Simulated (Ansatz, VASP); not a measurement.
# CeO2 in two plane-wave programs

One calculation is typed for both programs; each brings its own data sets. How far apart do they land? The cell is taken from a series of runs on this material, whose earlier steps may have relaxed, scaled, displaced or heated it; both programs get it as it stands.

Method: plane waves, with VASP 6.6.1 beside it; HF with an exact-exchange share of 1, in Ansatz 0.2.0.

### 1. Set-up

It takes space group Fm-3m (No. 225, cubic). The conventional cell has a = 5.407 Å, b = 5.407 Å, c = 5.407 Å, α = 90.00°, β = 90.00°, γ = 90.00°. Nearest to Ce lie 8 O at 2.34 Å. Nearest to O lie 4 Ce at 2.34 Å. Farther neighbours and most contacts between anions are not listed.

As a file:

```cif
data_structure
_symmetry_space_group_name_H-M 'P 1'
_symmetry_Int_Tables_number 1
_cell_length_a 3.8235
_cell_length_b 3.8235
_cell_length_c 3.8235
_cell_angle_alpha 60.000
_cell_angle_beta 60.000
_cell_angle_gamma 60.000
_cell_volume 39.53
loop_
_atom_site_label
_atom_site_type_symbol
_atom_site_fract_x
_atom_site_fract_y
_atom_site_fract_z
_atom_site_occupancy
Ce1 Ce 0.00000 0.00000 0.00000 1
O2 O 0.25000 0.25000 0.25000 1
O3 O 0.75000 0.75000 0.75000 1
```

### 2. Ansatz: single point, HF with an exact-exchange share of 1

Ansatz runs on its PAW soft_1 files.

A single point takes one fixed geometry, so differences don't come from the geometry; what else differs is listed under the comparison.

Input file input.yaml:

```yaml
crystal:
  lattice:
    - [0.0, 2.70365, 2.70365]
    - [2.70365, 0.0, 2.70365]
    - [2.70365, 2.70365, 0.0]
  atoms:
    - { symbol: Ce, position: [0.0, 0.0, 0.0] }
    - { symbol: O, position: [0.25, 0.25, 0.25] }
    - { symbol: O, position: [0.75, 0.75, 0.75] }
kpoints:
  mp_grid: { grid: [4, 4, 4] }
  band_path:
    path:
      - [0.0, 0.0, 0.0]
      - [0.5, 0.0, 0.5]
      - [0.625, 0.25, 0.625]
      - [0.375, 0.375, 0.75]
      - [0.5, 0.5, 0.5]
      - [0.5, 0.25, 0.75]
      - [0.2625, 0.2625, 0.525]
    npoints: 1
hamiltonian:
  xc: hf
  pseudopotentials: { kind: paw, azcp: { folder: soft_1 } }
scf:
  occupations: { method: fixed }
  n_extra_bands: 5
output:
  eigenvalues: true
```

Command:

```
$ ansatz run input.yaml --threads 3 --pin off --max-ram 92160MiB --backend cuda --events-out ev --progress --plain --runs-dir out --devices 1 --max-vram 13GiB
```

Numbers of over 12 decimals in the logs are rounded to 6 here.

Output:

```text
scf.n_extra_bands = 5 over 12 filled bands (N_el = 24.0): the run solves 17 bands
GPUs: using 1 of 1 available (devices: 1).
Engine: ansatz 0.2.0, x86_64-unknown-linux-gnu
Pseudopotentials: kind: paw
Pseudopotential: Ce, paw, valence charge 12, recommended cutoff 420 eV (normal), soft_1/Ce.paw.azcp
Pseudopotential: O, paw, valence charge 6, recommended cutoff 420 eV (normal), soft_1/O.paw.azcp
Functional definition: HF
  exchange = exact_x
  correlation = 0
davidson cushion auto → on  (no smearing: the cushion is to keep the highest requested band from converging to the state above it; pin scf.eigensolver.cushion to override)
device memory: the entry about to start is reckoned to put 0.8 GiB on a device that reports 50.0 GiB free (of which the cap on the GPU budget leaves the run 13.0 GiB)
GPU FFT provider: cuFFT
GPU libraries: cuBLAS 13.8.2, cuFFT 12.4.0, cuSOLVER 12.3.4
Crystal: 3 atoms, lattice volume = 39.526 Å³
Basis set: ecut = 420 eV, 749 PW (Γ)
Bands: 17, of which v1, the nominal top of the filled ones, is band 12 counted from 1 (11 counted from 0)
Symmetry: 48 space group operations
Space group: Fm-3m (ITA 225), of the structure as read, at distance tolerance 3.4e-5 Å
k-points: 8 of 64
Non-local potential: Ce, projectors of the file, l = 0: 3, l = 1: 2, l = 2: 2, l = 3: 3
Non-local potential: O, projectors of the file, l = 0: 2, l = 1: 2, l = 2: 1
PAW form: soft (Blöchl's): semilocal exchange-correlation on the pseudo side does not see the compensation charge
PAW frozen core: Ce, regenerated for the run's functional, and the local potential with it (the file was generated under x = pbe(κ = 0.804, μ = 0.219515), c = pbe(β = 0.066725))
PAW frozen core: O, regenerated for the run's functional, and the local potential with it (the file was generated under x = pbe(κ = 0.804, μ = 0.219515), c = pbe(β = 0.066725))
PAW one-centre angular grid: Ce, 590 points (default); XC on 64 Gauss nodes
PAW one-centre angular grid: O, 110 points (default); XC on 64 Gauss nodes
Initial density: superposition of atomic densities (chi_scale 0.1, normalization cell, long waves kept (reshape's long-wave potential 0.00 eV rms))
Initial wavefunctions: pseudopotential atomic-orbital guess
GPU buffer pool allocated for 19683 grid points (all kernels)
GPU transforms: local potential and band sums: pruned to the plane-wave sphere, on 25×25×25
Functional: x = pbe(κ = 0.804, μ = 0.219515), c = none, warm-up for x = 0 pbe(κ = 0.804, μ = 0.219515) + 1 exact, c = none
SCF iter   1: F=—  HF=-7613.147642 eV  |F-HF|=—  |Δ(HF+E_count)|=         —  Δρ=5.84e-2  dr2=1.12e0  ethr=1.00e-1  ⟨swp⟩=3.0  Hψ=390  notcnv=0
preconditioner: auto → none  [insulator: Δε(μ)=2.571 eV  Ē_g=10.772 eV  n_scr=14 (ndim 8)  ℏωp=27.7 eV  f_vac=0.000]
SCF iter   2: F=—  HF=-7613.898973 eV  |F-HF|=—  |Δ(HF+E_count)|=   7.51e-1  Δρ=1.45e-1  dr2=1.00e1  ethr=4.65e-3  ⟨swp⟩=4.0  Hψ=466  notcnv=0
SCF iter   3: F=—  HF=-7613.473580 eV  |F-HF|=—  |Δ(HF+E_count)|=   4.25e-1  Δρ=6.40e-2  dr2=1.72e0  ethr=4.65e-3  ⟨swp⟩=4.0  Hψ=468  notcnv=0
SCF iter   4: F=—  HF=-7613.331578 eV  |F-HF|=—  |Δ(HF+E_count)|=   1.42e-1  Δρ=4.21e-2  dr2=8.23e-1  ethr=4.65e-3  ⟨swp⟩=2.0  Hψ=304  notcnv=0
SCF iter   5: F=—  HF=-7613.242210 eV  |F-HF|=—  |Δ(HF+E_count)|=   8.94e-2  Δρ=2.44e-2  dr2=2.82e-1  ethr=3.43e-3  ⟨swp⟩=2.0  Hψ=304  notcnv=0
iter 6 solved again at ethr=1.02e-4 eV; its pass at ethr=1.17e-3 eV (dr2=2.44e-2 eV) is discarded
SCF iter   6: F=—  HF=-7613.209061 eV  |F-HF|=—  |Δ(HF+E_count)|=   3.31e-2  Δρ=8.16e-3  dr2=2.87e-2  ethr=1.02e-4  ⟨swp⟩=4.0  Hψ=712  notcnv=0
eigensolver tolerance schedule calibrated: the retry pair's looser diagonalisation under-reported the residual by θ = 0.15 (0.14/decade); ethr = c·dr2/N_el runs at the constant in force after the calibration composes with the one it found (an armed cap, an earlier calibration), c = 4.9e-2
SCF iter   7: F=—  HF=-7613.206171 eV  |F-HF|=—  |Δ(HF+E_count)|=   2.89e-3  Δρ=4.12e-3  dr2=7.60e-3  ethr=5.82e-5  ⟨swp⟩=2.0  Hψ=304  notcnv=0
SCF iter   8: F=-7613.204916 eV  HF=-7613.205259 eV  |F-HF|=3.44e-4  |Δ(HF+E_count)|=   9.11e-4  Δρ=8.36e-4  dr2=3.25e-4  ethr=1.54e-5  ⟨swp⟩=3.1  Hψ=339  notcnv=0
SCF 1 stopped early in 8 iterations: F = -7613.204916 eV  dr2 = 3.25e-4
  greatest PAW one-centre occupation: 0.982 electrons in one spin orbital (limit 2), on the Ce atom at site 0 (counted from 0), in its partial waves of l = 0
device memory: the entry about to start is reckoned to put 1.5 GiB on a device that reports 50.0 GiB free (of which the cap on the GPU budget leaves the run 13.0 GiB)
GPU FFT provider: cuFFT
GPU libraries: cuBLAS 13.8.2, cuFFT 12.4.0, cuSOLVER 12.3.4
Initial density: handed on by an earlier stage of this run
Initial wavefunctions: those handed on with the density
GPU buffer pool allocated for 19683 grid points (all kernels)
GPU transforms: local potential and band sums: pruned to the plane-wave sphere, on 25×25×25
[...]
preconditioner: auto → none  [insulator: Δε(μ)=14.184 eV  Ē_g=26.164 eV  n_scr=14 (ndim 8)  ℏωp=27.7 eV  f_vac=0.051]
[...]
SCF iter   5: F=-7624.555846 eV  HF=-7624.555859 eV  |F-HF|=1.27e-5  |Δ(HF+E_count)|=   1.04e-4  Δρ=2.73e-4  dr2=1.99e-5  ethr=1.01e-6  ⟨swp⟩=4.8  Hψ=405  notcnv=0
SCF 3 stopped early in 5 iterations: F = -7624.555846 eV  dr2 = 1.99e-5
  greatest PAW one-centre occupation: 0.988 electrons in one spin orbital (limit 2), on the Ce atom at site 0 (counted from 0), in its partial waves of l = 0
hybrid outer 2: dexx = +3.203e-2 eV, tail = 8.42e-4 eV, Δε = 4.19e-1 eV (about 3.14e-2 eV left of the loop's levels)
GPU FFT provider: cuFFT
GPU libraries: cuBLAS 13.8.2, cuFFT 12.4.0, cuSOLVER 12.3.4
GPU buffer pool allocated for 19683 grid points (all kernels)
GPU transforms: local potential and band sums: pruned to the plane-wave sphere, on 25×25×25
Exchange kernel: α = 1.0000, full range, Wigner–Seitz truncation, v(0) = 6436.0546 eV·Å³, q-mesh 4×4×4, nearest image of the exchange supercell L = 15.29 Å, pair-density grid 18×18×18, without the augmentation charges, whose exchange is taken in its separable form by FFT convolution over the k-point mesh (sized by the pseudopotential files, 24×24×24 at the most), smooth part of the exact exchange by density-matrix convolution in up to 943.5 MiB of GPU memory as planned if the GPU has room (build and FFT work areas not counted)
Frozen-core exchange: fock
SCF iter   1: F=—  HF=-7624.556815 eV  |F-HF|=—  |Δ(HF+E_count)|=         —  Δρ=2.44e-4  dr2=1.90e-5  ethr=1.16e-5  ⟨swp⟩=4.1  Hψ=347  notcnv=0
preconditioner: auto → none  [insulator: Δε(μ)=14.248 eV  Ē_g=26.208 eV  n_scr=14 (ndim 8)  ℏωp=27.7 eV  f_vac=0.051]
SCF iter   2: F=—  HF=-7624.556864 eV  |F-HF|=—  |Δ(HF+E_count)|=   4.95e-5  Δρ=1.43e-4  dr2=5.19e-6  ethr=4.97e-8  ⟨swp⟩=5.6  Hψ=585  notcnv=0
SCF iter   3: F=—  HF=-7624.556875 eV  |F-HF|=—  |Δ(HF+E_count)|=   1.03e-5  Δρ=8.61e-5  dr2=2.42e-6  ethr=1.50e-8  ⟨swp⟩=5.9  Hψ=569  notcnv=0
iter 4 solved again at ethr=5.94e-10 eV; its pass at ethr=7.97e-9 eV (dr2=1.43e-7 eV) is discarded
SCF iter   4: F=-7624.556873 eV  HF=-7624.556874 eV  |F-HF|=1.47e-7  |Δ(HF+E_count)|=   1.05e-6  Δρ=2.52e-5  dr2=1.74e-7  ethr=5.94e-10  ⟨swp⟩=4.1  Hψ=741  notcnv=0  defer=1
SCF 4 stopped early in 4 iterations: F = -7624.556873 eV  dr2 = 1.74e-7
hybrid outer 3: dexx = +9.548e-5 eV, tail = 4.24e-6 eV, Δε = 8.66e-3 eV (about 1.07e-3 eV left of the loop's levels)
GPU FFT provider: cuFFT
GPU libraries: cuBLAS 13.8.2, cuFFT 12.4.0, cuSOLVER 12.3.4
GPU buffer pool allocated for 19683 grid points (all kernels)
GPU transforms: local potential and band sums: pruned to the plane-wave sphere, on 25×25×25
Exchange kernel: α = 1.0000, full range, Wigner–Seitz truncation, v(0) = 6436.0546 eV·Å³, q-mesh 4×4×4, nearest image of the exchange supercell L = 15.29 Å, pair-density grid 18×18×18, without the augmentation charges, whose exchange is taken in its separable form by FFT convolution over the k-point mesh (sized by the pseudopotential files, 24×24×24 at the most), smooth part of the exact exchange by density-matrix convolution in up to 943.5 MiB of GPU memory as planned if the GPU has room (build and FFT work areas not counted)
Frozen-core exchange: fock
SCF iter   1: F=—  HF=-7624.556888 eV  |F-HF|=—  |Δ(HF+E_count)|=         —  Δρ=4.49e-5  dr2=6.09e-7  ethr=8.84e-8  ⟨swp⟩=5.2  Hψ=394  notcnv=0
preconditioner: auto → none  [insulator: Δε(μ)=14.248 eV  Ē_g=26.196 eV  n_scr=14 (ndim 8)  ℏωp=27.7 eV  f_vac=0.051]
SCF iter   2: F=—  HF=-7624.556888 eV  |F-HF|=—  |Δ(HF+E_count)|=   2.96e-7  Δρ=2.96e-5  dr2=2.61e-7  ethr=2.00e-9  ⟨swp⟩=6.2  Hψ=522  notcnv=0  defer=6
SCF iter   3: F=—  HF=-7624.556888 eV  |F-HF|=—  |Δ(HF+E_count)|=   2.09e-7  Δρ=3.64e-5  dr2=4.90e-7  ethr=1.01e-9  ⟨swp⟩=6.0  Hψ=555  notcnv=0  defer=5
SCF iter   4: F=-7624.556888 eV  HF=-7624.556888 eV  |F-HF|=4.84e-8  |Δ(HF+E_count)|=   2.11e-7  Δρ=1.30e-5  dr2=5.75e-8  ethr=1.01e-9  ⟨swp⟩=5.4  Hψ=384  notcnv=0  defer=16
SCF 5 converged in 4 iterations: F = -7624.556888 eV  dr2 = 5.75e-8
hybrid outer 4: dexx = +7.122e-7 eV, tail = 1.66e-7 eV, Δε = 7.44e-4 eV (about 2.07e-4 eV left of the loop's levels)
the search or the solves at the SCF's close seem to have found levels that the self-consistency loop had missed (the run counts 7). By its estimate they hold under 1e-12 electrons; where the run keeps them, the occupations were computed again with them
device memory: the entry about to start is reckoned to put 0.3 GiB on a device that reports 57.9 GiB free (of which the cap on the GPU budget leaves the run 13.0 GiB)
NSCF: frozen V_eff on 7 k-points
hybrid SCF converged: 4 outer / 18 inner (+8 warm-up), last move |dexx| = 7.12e-7 eV, tail = 1.66e-7 eV
Stability not checked: this state was not tested for a lower state beside it, because the functional holds exact exchange (a hybrid, or Hartree-Fock), whose exchange loop this test does not read (fock_operator; see scf.lower_state_search)
Free energy (F): -7624.556888 eV
Frozen-core exchange: fock
Harris-Foulkes:  -7624.556888 eV  (|F-HF|=4.84e-8)
Internal energy: -7624.556888 eV  (E = F + TS)
E sigma→0 (E₀):  -7624.556888 eV
Fermi energy:    6.851890 eV
--- Per-component energies (eV) ---
  E_band       = -154.647270
  E_kinetic    = 598.577666
  E_local      = -897.215940  (includes V_loc(G=0)·N_el)
  E_nonlocal   = 161.432343
  E_hartree    = 340.197169
  E_xc         = 0.000000
  E_vxc        = 0.000000  (∫ρ·V_xc dr)
  E_exx        = -301.935085  (= α·E_x^exact, valence–valence)
  E_paw        = -5794.357673  (= ΣΔE_a)
  E_vpaw       = -93.962277  (= ΣTr[D̂ρ^β])
  E_aug_tail   = 0.001508  (compensation charges beyond the density's cutoff)
  E_ewald      = -1730.615845
  E_core_change = -0.641031  (= ΣΔE_core)
  E_smearing   = -0.000000  (= −TS)
  E_closure    = -0.000000  (closes the sum)
  Σ components = -7624.556888   (vs F -7624.556888, Δ=0.00e0)
--- Band table (eV; the first three rows and the last of 8) ---
  k-point 0: bands = [... 8 lower, 1.4575, 6.3530, 6.3530, 6.3530, 21.7560, 21.7560, 22.8767, 22.8767, ... 1 higher]
  k-point 1: bands = [... 8 lower, 3.2912, 5.6096, 6.0018, 6.0018, 22.1696, 22.1696, 22.4678, 22.8866, ... 1 higher]
  k-point 2: bands = [... 8 lower, 5.0008, 5.0955, 5.8685, 5.8685, 21.5569, 22.5173, 22.5173, 22.6054, ... 1 higher]
  k-point 7: bands = [... 8 lower, 5.3041, 5.3041, 5.8357, 6.2642, 21.1014, 22.4724, 22.4724, 22.7577, ... 1 higher]
```

In the SCF lines HF is the Harris–Foulkes energy and dr2 the Hartree energy of the density residual, in eV; the loop may stop once dr2 is under the threshold and the program's other checks hold. Hψ counts applications of the Hamiltonian.

(Continued in part 2 of 2.)

[Lines on the potential files, build, host, timing and source positions are cut from VASP's logs without a mark.]

[Logs are printed without paths, hosts, clocks, repeated set-up lines and the standing remarks that a program may print on its own settings, such as how far it seeks lower states.]

[Hosts, paths, dates, database ids (printed as entryN), source tags and the programs' standing remarks are cut or masked in the printed files.]
